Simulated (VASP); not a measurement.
## ZrGeS under strain

Aim: follow the pressure of ZrGeS through compression, expansion and shear. All runs use r2SCAN. Left out of this account: 1 further run (self-consistent run: a reference on another mesh). The start is a cell from a database of measured crystal structures.

Program: VASP 6.6.1. Level of theory: r2SCAN; plane waves and PAW (Zr_sv, Ge_d, S). Results are calculated unless marked as measured.

## (1) Set-up

The structure is tetragonal, space group P4/nmm (No. 129). The conventional cell has a = 3.626 Å, b = 3.626 Å, c = 8.019 Å, α = 90.00°, β = 90.00°, γ = 90.00°. Zr has 5 S at 2.69 to 2.77 Å and 4 Ge at 2.86 Å nearest. Nearest to Ge lie 4 Ge at 2.56 Å and 4 Zr at 2.86 Å. Nearest to S lie 5 Zr at 2.69 to 2.77 Å. Farther neighbours and most contacts between anions are not listed.

## (2) Bands, cell as listed

Levels along the symmetry lines show where the bands peak and cross; KPOINTS_OPT computes them in the converged potential. r2SCAN adds the kinetic-energy density, costs more than a GGA and is run with LASPH.

The input, INCAR:

```
SYSTEM = ZrGeS
PREC = Accurate
ENCUT = 410
EDIFF = 1E-06
NELM = 100
ISMEAR = -1
SIGMA = 0.05
LREAL = .FALSE.
ALGO = Normal
METAGGA = R2SCAN
LASPH = .TRUE.
NBANDS = 49
LORBIT = 11
LWAVE = .FALSE.
LCHARG = .FALSE.
KPAR = 4
```

The input, POSCAR:

```
ZrGeS
1.0
    3.6260000000      0.0000000000      0.0000000000
    0.0000000000      3.6260000000      0.0000000000
    0.0000000000      0.0000000000      8.0190000000
Zr Ge S
2 2 2
Direct
    0.0000000000      0.5000000000      0.2760000000
    0.5000000000      0.0000000000      0.7240000000
    0.0000000000      0.0000000000      0.0000000000
    0.5000000000      0.5000000000      0.0000000000
    0.0000000000      0.5000000000      0.6220000000
    0.5000000000      0.0000000000      0.3780000000
```

The input, KPOINTS:

```
Automatic mesh
0
Gamma
8 8 4
0 0 0
```

The input, KPOINTS_OPT:

```
Line mode
16
Line-mode
Reciprocal
  0.00000000   0.00000000   0.00000000 GAMMA
  0.00000000   0.50000000   0.00000000 X

  0.00000000   0.50000000   0.00000000 X
  0.50000000   0.50000000   0.00000000 M

  0.50000000   0.50000000   0.00000000 M
  0.00000000   0.00000000   0.00000000 GAMMA

  0.00000000   0.00000000   0.00000000 GAMMA
  0.00000000   0.00000000   0.50000000 Z

  0.00000000   0.00000000   0.50000000 Z
  0.00000000   0.50000000   0.50000000 R

  0.00000000   0.50000000   0.50000000 R
  0.50000000   0.50000000   0.50000000 A

  0.50000000   0.50000000   0.50000000 A
  0.00000000   0.00000000   0.50000000 Z

  0.00000000   0.50000000   0.00000000 X
  0.00000000   0.50000000   0.50000000 R

  0.50000000   0.50000000   0.00000000 M
  0.50000000   0.50000000   0.50000000 A
```

PAW data sets: Zr_sv, Ge_d and S (PBE family, release 64).

The run is started by

```sh
$ mpirun -np 4 vasp_std
```

The log of the run:

```text
[banner, memory and clock lines left out]
running    4 mpi-ranks, on    1 nodes
 distrk:  each k-point on    1 cores,    4 groups
 distr:  one band on    1 cores,    1 groups

 POSCAR found type information on POSCAR ZrGeS
 POSCAR found :  3 types and       6 ions
|                                                                             |
|               ----> ADVICE to this user running VASP <----                  |
|                                                                             |
|     You enforced a specific xc type in the INCAR file but a different       |
|     [... a line on the potential file left out ...]
|     I HOPE YOU KNOW WHAT YOU ARE DOING!                                     |
|                                                                             |

 LDA part: xc-table for (None), standard interpolation
 POSCAR, INCAR and KPOINTS ok, starting setup
 FFT: planning ... GRIDC
 FFT: planning ... GRID_SOFT
 FFT: planning ... GRID
 WAVECAR not read
 entering main loop
       N       E                     dE             d eps       ncg     rms          rms(c)
DAV:   1     0.583831352774E+03    0.58383E+03   -0.25971E+04  6144   0.244E+03
DAV:   2    -0.275329326036E+01   -0.58658E+03   -0.54423E+03  4690   0.706E+02
DAV:   3    -0.106025876245E+03   -0.10327E+03   -0.99868E+02  5417   0.166E+02
DAV:   4    -0.115782037816E+03   -0.97562E+01   -0.95627E+01  7184   0.479E+01
DAV:   5    -0.116104654475E+03   -0.32262E+00   -0.32206E+00  5940   0.821E+00    0.229E+01
DAV:   6    -0.969138801239E+02    0.19191E+02   -0.81796E+00  7071   0.334E+01    0.863E+00
DAV:   7    -0.970789876330E+02   -0.16511E+00   -0.16937E+00  5546   0.653E+00    0.392E+00
DAV:   8    -0.971193459379E+02   -0.40358E-01   -0.10576E-01  5885   0.276E+00    0.115E+00
DAV:   9    -0.971188051776E+02    0.54076E-03   -0.17759E-02  6648   0.969E-01    0.210E-01
DAV:  10    -0.971194443293E+02   -0.63915E-03   -0.19592E-03  5872   0.271E-01    0.148E-01
DAV:  11    -0.971197255125E+02   -0.28118E-03   -0.38855E-04  5919   0.119E-01    0.484E-02
DAV:  12    -0.971197433780E+02   -0.17865E-04   -0.49079E-05  5531   0.503E-02    0.216E-02
DAV:  13    -0.971197443616E+02   -0.98360E-06   -0.73914E-06  5952   0.209E-02
   1 F= -.97119744E+02 E0= -.97115150E+02  d E =-.918822E-02
 Start KPOINTS_OPT (optional k-point list driver)
k-point batch [1-45\144]
       N       E                     dE             ncg
DAV:   1     0.347374772621E+04   -0.58044E+05     6091
DAV:   2    -0.234135033171E+05   -0.26887E+05     4755
DAV:   3    -0.278711387523E+05   -0.44576E+04     5114
DAV:   4    -0.282856274780E+05   -0.41449E+03     6939
DAV:   5    -0.283000314209E+05   -0.14404E+02     6068
DAV:   6    -0.283003432804E+05   -0.31186E+00     6283
DAV:   7    -0.283003511254E+05   -0.78450E-02     6316
DAV:   8    -0.283003513366E+05   -0.21122E-03     6436
DAV:   9    -0.283003513410E+05   -0.43893E-05     4364
DAV:  10    -0.283003513415E+05   -0.55496E-06     3540
[...]
k-point batch [136-144\144]
       N       E                     dE             ncg
DAV:   1     0.562985363980E+05   -0.19225E+05     1231
DAV:   2     0.508968467723E+05   -0.54017E+04      970
DAV:   3     0.500241543624E+05   -0.87269E+03     1033
DAV:   4     0.499542143198E+05   -0.69940E+02     1337
DAV:   5     0.499514361706E+05   -0.27781E+01     1203
DAV:   6     0.499513758212E+05   -0.60349E-01     1246
DAV:   7     0.499513732338E+05   -0.25874E-02     1284
DAV:   8     0.499513732022E+05   -0.31618E-04     1237
DAV:   9     0.499513732015E+05   -0.66142E-06      844
```

Elapsed: 3 min, on 4 MPI ranks of Intel Xeon Platinum 8488C (Sapphire Rapids), shared host; peak memory 1.4 GiB; 12 min of CPU time.

The logs omit lines about the potential files and the build; timing stands in the text.

OUTCAR, selected parts (step 2):

```text
ion  position               nearest neighbor table
   1  0.000  0.500  0.276-   6 2.69   6 2.69   6 2.69   6 2.69   5 2.77   3 2.86   4 2.86   4 2.86
                             3 2.86
   2  0.500  0.000  0.724-   5 2.69   5 2.69   5 2.69   5 2.69   6 2.77   3 2.86   3 2.86   4 2.86
                             4 2.86
   3  0.000  0.000  0.000-   4 2.56   4 2.56   4 2.56   4 2.56   2 2.86   2 2.86   1 2.86   1 2.86

  LATTYP: Found a simple tetragonal cell.
 ALAT       =     3.6260000000
 C/A-ratio  =     2.2115278544

 Subroutine GETGRP returns: Found 16 space group operations
 (whereof  8 operations were pure point group operations)

The static configuration has the point symmetry D_2d.
 The point group associated with its full space group is D_4h.

 Found     45 irreducible k-points:

   k-points           NKPTS =     45   k-points in BZ     NKDIM =     45   number of bands    NBANDS=     49

   dimension x,y,z NGX =    24 NGY =   24 NGZ =   54
   dimension x,y,z NGXF=    48 NGYF=   48 NGZF=  108

   ENCUT  =  410.0 eV  30.13 Ry    5.49 a.u.   5.99  5.99 13.24*2*pi/ulx,y,z

   NELECT =      64.0000    total number of electrons

 k-points in reciprocal lattice and weights: Automatic mesh
   0.00000000  0.00000000  0.00000000       0.004
   0.12500000  0.00000000  0.00000000       0.016
   0.25000000  0.00000000  0.00000000       0.016
   0.37500000  0.00000000  0.00000000       0.016
   0.50000000  0.00000000  0.00000000       0.008
   0.12500000  0.12500000  0.00000000       0.016
   0.25000000  0.12500000  0.00000000       0.031
   0.37500000  0.12500000  0.00000000       0.031
   0.50000000  0.12500000  0.00000000       0.016
[...]
0.50000000  0.37500000  0.50000000       0.016
   0.50000000  0.50000000  0.50000000       0.004

 average (electrostatic) potential at core
       1 -80.6225       2 -80.6225       3 -74.7121       4 -74.7121       5 -85.8718
       6 -85.8718

 E-fermi :   9.5540

 k-point     1 :       0.0000    0.0000    0.0000
  band No.  band energies     occupation
    ...
     29       6.9347      2.00000
     30       6.9347      2.00000
     31       7.1397      2.00000
     32       8.1493      2.00000
     33       9.2848      1.99085
     34      10.2544      0.00000
     35      10.5404      0.00000
     36      10.7323      0.00000
     37      10.7323      0.00000
     38      10.7736      0.00000
    ...

 k-point     2 :       0.1250    0.0000    0.0000
  band No.  band energies     occupation
    ...
     28       6.5665      2.00000
     29       6.6636      2.00000
     30       7.2939      2.00000
     31       7.6843      2.00000
     32       8.1646      2.00000
     33       9.9220      0.00127
     34      10.3110      0.00000
     35      10.3974      0.00000
     36      10.5831      0.00000
     37      10.8621      0.00000
    ...

 k-point     3 :       0.2500    0.0000    0.0000
  band No.  band energies     occupation
    ...
     28       5.8630      2.00000
     29       7.1117      2.00000
     30       7.9656      2.00000
     31       8.0335      2.00000
     32       8.3577      2.00000
     33      10.1060      0.00003
     34      10.2162      0.00000
     35      10.4703      0.00000
     36      11.2006      0.00000
     37      11.2980      0.00000
    ...

  Total        0.9889752      0.9889752      1.1528217      0.0000000      0.0000000     -0.0000000
  in kB       15.0286573     15.0286573     17.5185004      0.0000000      0.0000000     -0.0000000
  external PRESSURE =      15.8586050 kB  Pullay stress =       0.0000000 kB

  energy-cutoff  :      410.00
  volume of cell :      105.43
      direct lattice vectors                 reciprocal lattice vectors
     3.626000000  0.000000000  0.000000000     0.275785990  0.000000000  0.000000000
     0.000000000  3.626000000  0.000000000     0.000000000  0.275785990  0.000000000
     0.000000000  0.000000000  8.019000000     0.000000000  0.000000000  0.124703828

 POSITION                                       TOTAL-FORCE (eV/Angst)
 -----------------------------------------------------------------------------------
      0.00000      1.81300      2.21324        -0.000000      0.000000     -0.096591
      1.81300      0.00000      5.80576        -0.000000     -0.000000      0.096591
      0.00000      0.00000      0.00000        -0.000000     -0.000000      0.000000
      1.81300      1.81300      0.00000        -0.000000      0.000000      0.000000
      0.00000      1.81300      4.98782        -0.000000      0.000000     -0.055157
      1.81300      0.00000      3.03118         0.000000     -0.000000      0.055157
 -----------------------------------------------------------------------------------
    total drift:                                0.000000     -0.000000     -0.000000

  FREE ENERGIE OF THE ION-ELECTRON SYSTEM (eV)
  ---------------------------------------------------
  free  energy   TOTEN  =       -97.1197443616 eV

  energy  without entropy=      -97.1105561403  energy(sigma->0) =      -97.11515025

 total charge
# of ion       s       p       d       tot
------------------------------------------
    1        2.136   5.988   1.548   9.672
    2        2.136   5.988   1.548   9.672
    3        1.111   1.351  10.050  12.513
    4        1.111   1.351  10.050  12.513
    5        1.313   2.474   0.000   3.787
    6        1.313   2.474   0.000   3.787
--------------------------------------------------
tot          9.121  19.626  23.197  51.944

[... 3 further parts left out ...]
```

Spin-orbit coupling is off here; it would split degenerate levels. The PAW data sets were made with PBE, which is usual practice but a small mismatch for other functionals.

This step gave:

| Item | Value |
| --- | --- |
| SCF cycles | 13 |
| electrons | 64 |
| bands | 49 |
| irreducible k-points | 45 |
| symmetry operations | 16 |
| free energy (TOTEN) | -97.1197 eV |
| energy at zero smearing | -97.1152 eV |
| Fermi energy | 9.554 eV |
| pressure | 1.586 GPa |
| metallic | yes |

The electronic bands at the labelled points (eV, zero at the Fermi level; # counts the bands kept, so #1 is VASP's band 21):

```tsv
point	#9	#10	#11	#12	#13	#14	#15	#16
Γ	-2.62	-2.62	-2.41	-1.40	-0.27	0.70	0.99	1.18
0.53 of the way	-2.36	-1.62	-1.52	-1.06	0.57	0.64	0.99	1.71
X	-2.01	-2.01	-0.64	-0.64	0.68	0.68	1.98	1.98
0.47 of the way	-3.55	-3.55	-2.27	-2.27	1.59	1.59	2.38	2.38
M	-4.17	-4.17	-2.60	-2.60	2.63	2.63	2.90	2.90
0.47 of the way	-3.94	-2.02	-1.87	-1.29	0.80	1.90	1.96	2.17
Γ	-2.62	-2.62	-2.41	-1.40	-0.27	0.70	0.99	1.18
0.53 of the way	-2.61	-2.61	-2.58	-2.20	0.00	0.99	1.00	1.21
Z	-3.08	-2.71	-2.61	-2.61	0.22	1.01	1.19	1.34
0.53 of the way	-3.02	-2.21	-1.59	-0.71	0.27	0.36	1.25	1.90
R	-2.22	-2.22	-0.38	-0.38	0.83	0.83	1.86	1.86
0.53 of the way	-3.56	-3.56	-2.57	-2.57	1.22	1.22	2.43	2.43
A	-4.02	-4.02	-2.67	-2.67	1.68	1.68	2.67	2.67
0.47 of the way	-3.70	-2.88	-2.19	-1.35	1.25	1.66	1.75	1.92
Z	-3.08	-2.71	-2.61	-2.61	0.22	1.01	1.19	1.34
jump to X	-2.01	-2.01	-0.64	-0.64	0.68	0.68	1.98	1.98
0.53 of the way	-2.13	-2.13	-0.51	-0.51	0.75	0.75	2.23	2.23
R	-2.22	-2.22	-0.38	-0.38	0.83	0.83	1.86	1.86
jump to M	-4.17	-4.17	-2.60	-2.60	2.63	2.63	2.90	2.90
0.47 of the way	-4.16	-4.16	-2.63	-2.63	2.31	2.31	2.65	2.65
A	-4.02	-4.02	-2.67	-2.67	1.68	1.68	2.67	2.67
```

Of the projections kept (Zr, Ge, S), the largest for each band there; the rest of the weight can lie on other orbitals:

```tsv
point	#9	#10	#11	#12	#13	#14	#15	#16
Γ	S 0.89	S 0.89	Zr 0.85	S 0.58	Ge 0.57	Zr 0.80	Zr 0.99	Zr 0.89
X	Ge 0.47	Ge 0.47	Zr 0.54	Zr 0.54	Zr 0.54	Zr 0.54	Zr 0.75	Zr 0.75
M	S 0.82	S 0.82	Zr 0.52	Zr 0.52	Zr 0.75	Zr 0.75	Zr 0.99	Zr 0.99
Γ	S 0.89	S 0.89	Zr 0.85	S 0.58	Ge 0.57	Zr 0.80	Zr 0.99	Zr 0.89
Z	Ge 0.78	Zr 0.86	S 0.90	S 0.90	Zr 0.51	Zr 1.00	Zr 0.99	Zr 0.92
R	Zr 0.50	Zr 0.50	Zr 0.53	Zr 0.53	Zr 0.51	Zr 0.51	Zr 0.60	Zr 0.60
```

Force by atom:

```tsv
atom	x (eV/Å)	y (eV/Å)	z (eV/Å)	size
Zr1	0.0000	0.0000	-0.0966	0.0966
Zr2	0.0000	0.0000	0.0966	0.0966
Ge3	0.0000	0.0000	0.0000	0.0000
Ge4	0.0000	0.0000	0.0000	0.0000
S5	0.0000	0.0000	-0.0552	0.0552
S6	0.0000	0.0000	0.0552	0.0552
```

There is no gap at this level.

[end of part 1 of 4]

[Lines on the potential files, build, host, timing and source positions are cut from VASP's logs without a mark.]

[Logs are printed without paths, hosts, clocks, repeated set-up lines and the standing remarks that a program may print on its own settings, such as how far it seeks lower states.]

[Hosts, paths, dates, database ids (printed as entryN), source tags and the programs' standing remarks are cut or masked in the printed files.]

[A measured line is paired with the nearest computed mode of its activity, which favours agreement.]
